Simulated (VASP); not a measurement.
# NaBiF3 (P1) in VASP: single point with r2SCAN

Aim: the single point of NaBiF3 with r2SCAN.

Program: VASP 6.6.1. These are calculated values, not measurements. Logs are shortened: lines on timing, memory, paths and dates and some standing lists are left out, and cuts for length are marked.

### Step 1. The structure

The typed cell holds 5 atoms: a = 3.987 Å, b = 3.955 Å, c = 3.915 Å, α = 89.35°, β = 91.93°, γ = 89.79°.

The cell was built by a generator and needn't be a form met in nature.

### Step 2. Single point, r2SCAN

File POSCAR:

```
NaBiF3
1.0
    3.9863261400      0.0075332400     -0.0664960000
    0.0075332400      3.9548890800      0.0224385600
   -0.0664960000      0.0224385600      3.9140864600
Na Bi F
1 1 3
Direct
    0.4971540000      0.4847160000      0.4947010000
    0.9855090000      0.0563330000      0.0424020000
    0.5432410000      0.9786010000      0.0153040000
    0.9776660000      0.5218750000      0.9715910000
    0.0167040000      0.0112410000      0.5389240000
```

File INCAR.step1:

```
ALGO = Normal
EDIFF = 1E-4
ENCUT = 520
GGA = PE
ISMEAR = 1
LASPH = T
LCHARG = F
LREAL = F
LWAVE = T
NBANDS = 30
NELM = 100
PREC = Accurate
SIGMA = 0.0111
```

File INCAR.step2:

```
ALGO = Normal
EDIFF = 1E-6
ENCUT = 520
ISIF = 2
ISMEAR = 1
ISTART = 1
LASPH = T
LCHARG = F
LMIXTAU = T
LREAL = F
LWAVE = F
METAGGA = R2SCAN
NBANDS = 30
NELM = 100
PREC = Accurate
SIGMA = 0.0111
```

File KPOINTS:

```
Automatic mesh
0
Gamma
  5 5 5
  0.5 0 0
```

Potentials or basis: VASP PAW PBE potentials, release 64 (Na_pv, Bi_d, F).

Launch:

```
$ cat potpaw_PBE.64/Na_pv/POTCAR potpaw_PBE.64/Bi_d/POTCAR potpaw_PBE.64/F/POTCAR > POTCAR
$ cp INCAR.step1 INCAR
$ mpirun -np 1 vasp_std > vasp.out
$ cp INCAR.step2 INCAR
$ mpirun -np 1 vasp_std > vasp.out
```

OUTCAR:

```text
EDIFF = 1E-6
   ENCUT = 520
   ISIF = 2
   ISMEAR = 1
   ISTART = 1
   LASPH = T
   LREAL = F
   METAGGA = R2SCAN
   NELM = 100
   PREC = Accurate

 ion  position               nearest neighbor table
   1  0.497  0.485  0.495-   2 3.17   2 3.17   2 3.30
   2  0.986  0.056  0.042-   3 1.79   4 1.86   5 1.95   5 1.99   4 2.14   3 2.25   1 3.17   1 3.17
                             1 3.30
   3  0.543  0.979  0.015-   2 1.79   2 2.25
   4  0.978  0.522  0.972-   2 1.86   2 2.14
   5  0.017  0.011  0.539-   2 1.95   2 1.99

  LATTYP: Found a triclinic cell.
 ALAT       =     6.9048432983
 B/A-ratio  =     0.5774045343
 C/A-ratio  =     0.5727805451
 COS(alpha) =     0.0036993324
 COS(beta)  =     0.5684691743
 COS(gamma) =     0.5986007742

  Lattice vectors:

 A1 = (  -4.0603553800,  -3.9399837600,   3.9581439000)
 A2 = (  -3.9863261400,  -0.0075332400,   0.0664960000)
 A3 = (  -0.0075332400,  -3.9548890800,  -0.0224385600)

Analysis of symmetry for initial positions (statically):
=====================================================================
 Subroutine PRICEL returns:
 Original cell was already a primitive cell.

 Routine SETGRP: Setting up the symmetry group for a
 triclinic supercell.

 Subroutine GETGRP returns: Found  1 space group operations
 (whereof  1 operations were pure point group operations)
 out of a pool of  2 trial point group operations.

The static configuration has the point symmetry C_1 .

Analysis of symmetry for dynamics (positions and initial velocities):
=====================================================================
 Subroutine PRICEL returns:
 Original cell was already a primitive cell.

 Routine SETGRP: Setting up the symmetry group for a
 triclinic supercell.

 Subroutine GETGRP returns: Found  1 space group operations
 (whereof  1 operations were pure point group operations)
 out of a pool of  2 trial point group operations.

The dynamic configuration has the point symmetry C_1 .

 Subroutine INISYM returns: Found  1 space group operations
 (whereof  1 operations are pure point group operations),
 and found     1 'primitive' translations

----------------------------------------------------------------------------------------

                                     Primitive cell

  volume of cell :      61.6877

  direct lattice vectors                    reciprocal lattice vectors
     3.986326140  0.007533240 -0.066496000     0.250929656 -0.000502172  0.004265896
     0.007533240  3.954889080  0.022438560    -0.000502172  0.252860821 -0.001458124
    -0.066496000  0.022438560  3.914086460     0.004265896 -0.001458124  0.255568290

  length of vectors
     3.986887829  3.954959908  3.914715574     0.250966417  0.252865524  0.255608049

  position of ions in fractional coordinates (direct lattice)
     0.497154000  0.484716000  0.494701000
     0.985509000  0.056333000  0.042402000
     0.543241000  0.978601000  0.015304000
     0.977666000  0.521875000  0.971591000
     0.016704000  0.011241000  0.538924000

  ion indices of the primitive-cell ions
   primitive index   ion index
                 1           1
                 2           2
                 3           3
                 4           4
                 5           5

----------------------------------------------------------------------------------------

 KPOINTS: Automatic mesh

Automatic generation of k-mesh.
 Grid dimensions read from file:
 generate k-points for:    5    5    5

 Generating k-lattice:

  Cartesian coordinates                     Fractional coordinates (reciprocal lattice)
     0.050185931 -0.000100434  0.000853179     0.200000000  0.000000000  0.000000000
    -0.000100434  0.050572164 -0.000291625     0.000000000  0.200000000 -0.000000000
     0.000853179 -0.000291625  0.051113658     0.000000000  0.000000000  0.200000000

  Length of vectors
     0.050193283  0.050573105  0.051121610

  Shift w.r.t. Gamma in fractional coordinates (k-lattice)
     0.500000000  0.000000000  0.000000000

 Subroutine IBZKPT returns following result:
 ===========================================

 Found     63 irreducible k-points:

 Following reciprocal coordinates:
            Coordinates               Weight
  0.100000 -0.000000  0.000000      2.000000
  0.300000  0.000000 -0.000000      2.000000
  0.500000 -0.000000 -0.000000      1.000000
  0.100000  0.200000 -0.000000      2.000000
  0.300000  0.200000 -0.000000      2.000000
  0.500000  0.200000  0.000000      2.000000
[... 16 lines left out ...]
 -0.100000  0.200000  0.200000      2.000000
  0.100000  0.400000  0.200000      2.000000
 [... further k-points ...]
   k-points           NKPTS =     63   k-points in BZ     NKDIM =     63   number of bands    NBANDS=     30
   number of dos      NEDOS =    301   number of ions     NIONS =      5
   total plane-waves  NPLWV =  27000
   dimension x,y,z NGX =    30 NGY =   30 NGZ =   30
   dimension x,y,z NGXF=    60 NGYF=   60 NGZF=   60
   ions per type =               1   1   3
   NGX,Y,Z   is equivalent  to a cutoff of  12.51, 12.61, 12.74 a.u.
   NGXF,Y,Z  is equivalent  to a cutoff of  25.02, 25.22, 25.48 a.u.
 SYSTEM =  unknown system
   PREC   = accura    normal or accurate (medium, high low for compatibility)
   ISTART =      1    job   : 0-new  1-cont  2-samecut
   ICHARG =      0    charge: 1-file 2-atom 10-const
   ISPIN  =      1    spin polarized calculation?
   LNONCOLLINEAR =      F non collinear calculations
   LSORBIT =      F    spin-orbit coupling
   LASPH  =      T    aspherical Exc in radial PAW
   ENCUT  =  520.0 eV  38.22 Ry    6.18 a.u.   7.41  7.35  7.28*2*pi/ulx,y,z
   NELM   =    100;   NELMIN=  2; NELMDL=  0     # of ELM steps
   EDIFF  = 0.1E-05   stopping-criterion for ELM
   LREAL  =      F    real-space projection
   EDIFFG = 0.1E-04   stopping-criterion for IOM
   NSW    =      0    number of steps for IOM
   IBRION =     -1    ionic relax: 0-MD 1-quasi-New 2-CG
   NFREE  =      0    steps in history (QN), initial steepest desc. (CG)
   ISIF   =      2    stress and relaxation
   ISYM   =      2    0-nonsym 1-usesym 2-fastsym
   POTIM  = 0.5000    time-step for ionic-motion
   TEBEG  =    0.0;   TEEND  =   0.0 temperature during run
   PSTRESS=    0.0 pullay stress
   NELECT =      43.0000    total number of electrons
   NUPDOWN=      -1.0000    fix difference up-down
   EMIN   =  10.00;   EMAX   =-10.00  energy-range for DOS
   EFERMI =   0.00;   METHOD = LEGACY
   ISMEAR =     1;   SIGMA  =   0.01  broadening in eV -4-tet -1-fermi 0-gaus
   EFERMI_NEDOS =   21; number of points for ismear=-14 and -15
   IALGO  =     38    algorithm
   IMIX   =      4    mixing-type and parameters
     AMIX     =   0.40;   BMIX     =  1.00
     AMIX_MAG =   1.60;   BMIX_MAG =  1.00
  volume/ion in A,a.u.               =      12.34        83.26
  Fermi-wavevector in a.u.,A,eV,Ry     =   1.451548  2.743028 28.667367  2.106992
  Thomas-Fermi vector in A             =   2.569033
   LORBIT       =      0    0 simple, 1 ext, 2 COOP (PROOUT), +10 PAW based schemes
   METAGGA = R2SCAN    functional components
   LHFCALC =     F    Hartree Fock is set to
   AEXX    =    0.0000 exact exchange contribution
   IVDW    =     0    specifies the selected vdW correction
   LEPSILON=     F    determine dielectric tensor
   LRPA    =     F    only Hartree local field effects (RPA)
 non-spin polarized calculation
 Methfessel and Paxton  Order N= 1 SIGMA  =   0.01
  energy-cutoff  :      520.00
  volume of cell :       61.69
 maximum number of plane-waves:      1682
 NGX is ok and might be reduce to    30
   NGX = 15   NGY = 15   NGZ = 15

 number of electron      43.0000007 magnetization

 Free energy of the ion-electron system (eV)
  ---------------------------------------------------
  ext. energy  EPLUGINS =         0.00000000
  ---------------------------------------------------
  free energy    TOTEN  =       -73.09819579 eV

  energy without entropy =      -73.09816893  energy(sigma->0) =      -73.09818684

 E-fermi :  10.1768     XC(G=0): -11.2121

 val. band max:       10.1732821787   @ k =  -0.1000  -0.2000   0.4000
 cond. band min:      10.2001657056   @ k =  -0.3000  -0.2000   0.2000
 fundamental gap:      0.0268835269
 Fermi energy:        10.1767540901

 k-point     1 :       0.1000   -0.0000    0.0000
  band No.  band energies     occupation
      1     -22.6098      2.00000
      2     -22.2797      2.00000
      3     -22.1895      2.00000
      4     -18.3063      2.00000
      5     -18.2995      2.00000
      6     -18.2925      2.00000
[... 22 lines left out ...]
     29      18.5455      0.00000
     30      19.2561      0.00000

 k-point     2 :       0.3000    0.0000   -0.0000
  band No.  band energies     occupation
      1     -22.3814      2.00000
      2     -22.2511      2.00000
      3     -22.1667      2.00000
      4     -18.3040      2.00000
      5     -18.2973      2.00000
      6     -18.2927      2.00000
[... 22 lines left out ...]
     29      18.0648      0.00000
     30      19.7145      0.00000

 k-point     3 :       0.5000   -0.0000   -0.0000
  band No.  band energies     occupation
      1     -22.3225      2.00000
      2     -22.2117      2.00000
      3     -22.0705      2.00000
      4     -18.3036      2.00000
      5     -18.2957      2.00000
      6     -18.2923      2.00000
[... 22 lines left out ...]
     29      17.5415      0.00000
     30      20.3409      0.00000

 k-point     4 :       0.1000    0.2000   -0.0000
  band No.  band energies     occupation
      1     -22.6211      2.00000
      2     -22.2363      2.00000
      3     -21.9944      2.00000
      4     -18.3077      2.00000
      5     -18.2963      2.00000
      6     -18.2925      2.00000
[... 22 lines left out ...]
     29      18.4041      0.00000
     30      18.9699      0.00000

 k-point     5 :       0.3000    0.2000   -0.0000
  band No.  band energies     occupation
      1     -22.3902      2.00000
      2     -22.2035      2.00000
      3     -21.9781      2.00000
      4     -18.3072      2.00000
      5     -18.2950      2.00000
      6     -18.2920      2.00000
[... 22 lines left out ...]
     29      17.9716      0.00000
     30      19.2571      0.00000
[... 526 lines left out ...]
     29      19.0640      0.00000
     30      19.7417      0.00000

 k-point    22 :      -0.3000    0.2000    0.2000
  band No.  band energies     occupation
      1     -22.3500      2.00000
      2     -22.0249      2.00000
      3     -21.9250      2.00000
      4     -18.3079      2.00000
      5     -18.3033      2.00000
      6     -18.2913      2.00000
[... 22 lines left out ...]
     29      18.7425      0.00000
     30      19.9044      0.00000

 k-point    23 :      -0.1000    0.2000    0.2000
  band No.  band energies     occupation
      1     -22.6136      2.00000
      2     -22.0263      2.00000
      3     -21.9396      2.00000
      4     -18.3072      2.00000
      5     -18.3007      2.00000
      6     -18.2904      2.00000
[... 22 lines left out ...]
     29      18.3701      0.00000
     30      19.0318      0.00000

 k-point    24 :       0.1000    0.4000    0.2000
  band No.  band energies     occupation
      1     -22.6224      2.00000
      2     -21.9546      2.00000
      3     -21.5658      2.00000
      4     -18.3065      2.00000
      5     -18.2979      2.00000
      6     -18.2915      2.00000
[... 22 lines left out ...]
     29      18.4953      0.00000
     30      19.3081      0.00000

 [... further k-points ...]

------------------------ aborting loop because EDIFF is reached ----------------------------------------

  FORCE on cell =-STRESS in cart. coord.  units (eV):
  Direction    XX          YY          ZZ          XY          YZ          ZX
  --------------------------------------------------------------------------------------
  -------------------------------------------------------------------------------------
  Total       35.0094364     34.0766710     34.9592518      1.7040291     -1.8592105      0.1780717
  in kB      909.2788646    885.0527163    907.9754508     44.2577135    -48.2881462      4.6249490
  external PRESSURE =     900.7690106 kB  Pullay stress =       0.0000000 kB

 VOLUME and BASIS-vectors are now :
 -----------------------------------------------------------------------------
  energy-cutoff  :      520.00
  volume of cell :       61.69
      direct lattice vectors                 reciprocal lattice vectors
     3.986326140  0.007533240 -0.066496000     0.250929656 -0.000502172  0.004265896
     0.007533240  3.954889080  0.022438560    -0.000502172  0.252860821 -0.001458124
    -0.066496000  0.022438560  3.914086460     0.004265896 -0.001458124  0.255568290

 POSITION                                       TOTAL-FORCE (eV/Angst)
 -----------------------------------------------------------------------------------
      1.95257      1.93184      1.91412        -0.245529      0.592230      0.408193
      3.92617      0.23117      0.10170         8.885263     -2.364685      1.392841
      2.17189      3.87469      0.04574        -8.388520     -2.738250     -1.192711
      3.83662      2.09312      3.74959        -0.638017      6.030247     -2.494131
      0.03084      0.05668      2.10854         0.386803     -1.519542      1.885809
 -----------------------------------------------------------------------------------
    total drift:                               -0.003700     -0.004174      0.005452

  FREE ENERGIE OF THE ION-ELECTRON SYSTEM (eV)
  ---------------------------------------------------
  free  energy   TOTEN  =       -73.0981957924 eV

  energy  without entropy=      -73.0981689313  energy(sigma->0) =      -73.09818684
```

It took 4.6 min on 1 thread of Intel Xeon Platinum 8488C (Sapphire Rapids), shared host; peak memory 0.23 GiB.

Results:

```
Free energy            : -73.0982 eV
Pressure               : 90.1 GPa
Largest force          : 9.299 eV/Å
Band gap on the k mesh : none (metal or under the smearing width)
```

Forces on the atoms (eV/Å):
```
Na  -0.246  0.592  0.408
Bi   8.885 -2.365  1.393
F   -8.389 -2.738 -1.193
F   -0.638  6.030 -2.494
F    0.387 -1.520  1.886
```

Levels at points of the mesh, in eV from the Fermi level:
```tsv
k point	band 19	band 20	band 21	band 22	band 23	band 24	band 25	band 26
(0.50, 0.00, 0.00)	-10.69	-10.65	-5.64	-0.60	1.82	4.58	4.87	5.32
```

Caveat: a pressure of tens of GPa on the cell as given is suspect, and the run, the potentials or the cell itself is likely at fault; the PAW data sets were made with another functional, which shifts forces and pressure a little; spin-orbit coupling is left out, which moves the levels of the heavy elements; an odd number of electrons without spin polarisation forces a metal; a magnetic or distorted state may lie lower.
